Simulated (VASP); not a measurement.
Output of a VASP run:

OSZICAR:
```
       N       E                     dE             d eps       ncg     rms          rms(c)
DAV:   1     0.127046845686E+03    0.12705E+03   -0.11867E+04  2568   0.201E+03
DAV:   2    -0.973109336994E+00   -0.12802E+03   -0.12419E+03  2632   0.346E+02
DAV:   3    -0.515706665960E+01   -0.41840E+01   -0.41249E+01  3003   0.712E+01
DAV:   4    -0.518295439621E+01   -0.25888E-01   -0.25880E-01  2982   0.486E+00
DAV:   5    -0.518325241659E+01   -0.29802E-03   -0.29802E-03  3101   0.535E-01    0.877E+00
DAV:   6    -0.475998153176E+01    0.42327E+00   -0.14466E+00  2604   0.144E+01    0.553E+00
DAV:   7    -0.473360139290E+01    0.26380E-01   -0.37382E-02  3348   0.424E+00    0.290E+00
DAV:   8    -0.472550356336E+01    0.80978E-02   -0.92944E-03  2894   0.115E+00    0.136E-01
DAV:   9    -0.472552600708E+01   -0.22444E-04   -0.34474E-04  2903   0.243E-01    0.701E-02
DAV:  10    -0.472553841783E+01   -0.12411E-04   -0.38008E-05  3252   0.110E-01    0.170E-02
DAV:  11    -0.472553862555E+01   -0.20771E-06   -0.93862E-06  3024   0.730E-02    0.346E-03
DAV:  12    -0.472553858617E+01    0.39376E-07   -0.19333E-07  2097   0.111E-02
   1 F= -.58264859E+01 E0= -.58263789E+01  d E =-.320875E-03
```

OUTCAR:
```
------------------------ aborting loop because EDIFF is reached ----------------------------------------
 Edisp (eV)   -1.10095
  FORCE on cell =-STRESS in cart. coord.  units (eV):
  Direction    XX          YY          ZZ          XY          YZ          ZX
  --------------------------------------------------------------------------------------
  Total       0.01583     0.01583     0.01583    -0.00000    -0.00000    -0.00000
  in kB       0.82002     0.82002     0.82002    -0.00000    -0.00000    -0.00000
  external pressure =        0.82 kB  Pullay stress =        0.00 kB
  volume of cell :       30.94
      direct lattice vectors                 reciprocal lattice vectors
     3.139226335  0.000000000  0.000000000     0.318549825  0.000000000  0.000000000
     0.000000000  3.139226335  0.000000000     0.000000000  0.318549825  0.000000000
     0.000000000  0.000000000  3.139226335     0.000000000  0.000000000  0.318549825
 POSITION                                       TOTAL-FORCE (eV/Angst)
 -----------------------------------------------------------------------------------
      1.56961      1.56961      1.56961         0.000000      0.000000      0.000000
      0.00000      0.00000      0.00000         0.000000      0.000000      0.000000
 -----------------------------------------------------------------------------------
    total drift:                                0.000000      0.000000     -0.000000
  FREE ENERGIE OF THE ION-ELECTRON SYSTEM (eV)
  ---------------------------------------------------
  free  energy   TOTEN  =        -5.8264858757 eV

  energy  without entropy=       -5.8261650011  energy(sigma->0) =       -5.82637892
```
(Selected blocks of OUTCAR.)

**POSCAR**
```
AuZn
1
    3.1392263349     0.0000000000     0.0000000000
    0.0000000000     3.1392263349     0.0000000000
    0.0000000000     0.0000000000     3.1392263349
Zn Au
1 1
Direct
  0.5000000000   0.5000000000   0.5000000000
  0.0000000000   0.0000000000   0.0000000000
```

**Question.** Write an INCAR and KPOINTS that could have produced this output.

**Answer.** One answer among several that fit: the input of the run itself, PBE GGA with D3 dispersion (Becke-Johnson damping), plane waves, VASP's PBE PAW potentials (set 64).

**KPOINTS**
```
kpoints
0
gamma
  12 12 12
```

INCAR:
```
LMAXMIX=6
PREC=Accurate
ISMEAR=1
SYSTEM=AuZn
EDIFF=1E-7   ! SCF stop (eV)
LWAVE=F
ISIF=2   ! forces and stress, cell fixed
GGA=PE   ! PBE
LREAL=F   ! projection in real space or not
ALGO=Normal   ! blocked Davidson
ENCUT=520
SIGMA=0.1   ! width (eV)
IVDW=12   ! D3, Becke-Johnson
LASPH=T   ! aspherical one-centre terms
NELM=100   ! most electronic steps
LCHARG=F
```

POTCAR, in this order: Zn Au (PBE.64 set). Program: vasp_std.

The compound is AuZn in the CsCl type structure. It was relaxed first. The electron count is odd and the run is not spin-polarised, which forces a metal.
